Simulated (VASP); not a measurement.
VASP runs on CdI2 (space group P-3m1) share one base input (PBE GGA, plane waves, VASP's PBE PAW potentials (set 64)) and change the settings named in each case.

POSCAR:
```
CdI2
86.1340280
  0.0494493535   0.0000000000   0.0000000000
 -0.0247246768   0.0428243992   0.0000000000
  0.0000000000   0.0000000000   0.5000000000
Cd I
6 12
Cart
 -0.0000000247   0.0285496137   0.1250000000
  0.0247247015   0.0142747855   0.3750000000
  0.0000000000   0.0000000000   0.2083500000
  0.0000000000   0.0000000000   0.2916500000
  0.0000000000   0.0000000000   0.0417000000
  0.0000000000   0.0000000000   0.4583000000
  0.0247247015   0.0142747855   0.1885500000
 -0.0000000247   0.0285496137   0.3114500000
 -0.0000000247   0.0285496137   0.0615500000
  0.0247247015   0.0142747855   0.4384500000
 -0.0000000247   0.0285496137   0.4782000000
  0.0247247015   0.0142747855   0.0218000000
  0.0247247015   0.0142747855   0.2718500000
 -0.0000000247   0.0285496137   0.2281500000
 -0.0000000247   0.0285496137   0.3948500000
  0.0247247015   0.0142747855   0.1051500000
  0.0000000000   0.0000000000   0.3552000000
  0.0000000000   0.0000000000   0.1448000000
```

INCAR:
```
! general
SYSTEM  = CdI2
PREC    = Accurate
ENCUT   = 300   ! plane-wave cut-off (eV)
LREAL   = Auto   ! projection in real space or not
LASPH   = .True.   ! aspherical one-centre terms

! electronic loop
EDIFF   = 1E-6   ! SCF stop (eV)
NELM    = 100
ALGO    = Normal
LMAXMIX = 4   ! l cut-off of mixed one-centre charges

! smearing
ISMEAR  = -1   ! Fermi-Dirac
SIGMA   = 0.05   ! width (eV)

! functional
GGA     = PE   ! PBE

! ions
ISIF    = 2

! output
LWAVE   = .False.
LCHARG  = .False.
```

File KPOINTS:
```
kpoints
0
gamma
  5 5 1
```

POTCAR, in this order: Cd I (PBE.64 set). Program: vasp_std.

| change | E(σ→0) (eV/atom) | pressure (GPa) |
|---|---|---|
| base run | -1.8371 | 1.46 |
| NBANDS = 78 | -1.8371 | 1.46 |
| NBANDS = 79 | -1.8371 | 1.46 |
| NBANDS = 80 | -1.8371 | 1.46 |
| NBANDS = 82 | -1.8371 | 1.46 |
| NBANDS = 86 | -1.8371 | 1.46 |
| NBANDS = 94 | -1.8371 | 1.46 |
| NBANDS = 110 | -1.8371 | 1.46 |
| NBANDS = 142 | -1.8371 | 1.46 |
| KPOINTS 2×2×1 Γ-centred mesh | -1.5464 | 4.03 |
| KPOINTS 2×2×1 Γ-centred mesh shifted by (0.5, 0.5, 0.5) | -1.9243 | 0.73 |
| KPOINTS 3×3×1 Γ-centred mesh | -1.7941 | 1.98 |
| KPOINTS 3×3×1 Γ-centred mesh shifted by (0.5, 0.5, 0.5) | -1.8532 | (withheld) |

### Question
Fill in the missing entries.

### Answer

- KPOINTS 3×3×1 Γ-centred mesh shifted by (0.5, 0.5, 0.5), pressure (GPa): 1.26

Energies of different potentials or functionals have different zeros.  Unless said otherwise, spin-orbit coupling is left out, though it shifts the bands of the heavy elements here. At 300 eV the pressure can carry a Pulay error.

Left out are runs that ran out of time, are held back, or changed the cell or the kind of run, fixed moments of cells without a moment, rows past the twelfth, gaps on odd meshes, pressures of charged cells and columns that move by less than the noise.

The structure comes from a computed database's CdI2 entry; how it stands against other phases isn't given here. The cell was not relaxed at this level, its lattice was scaled by up to 2.5 %.
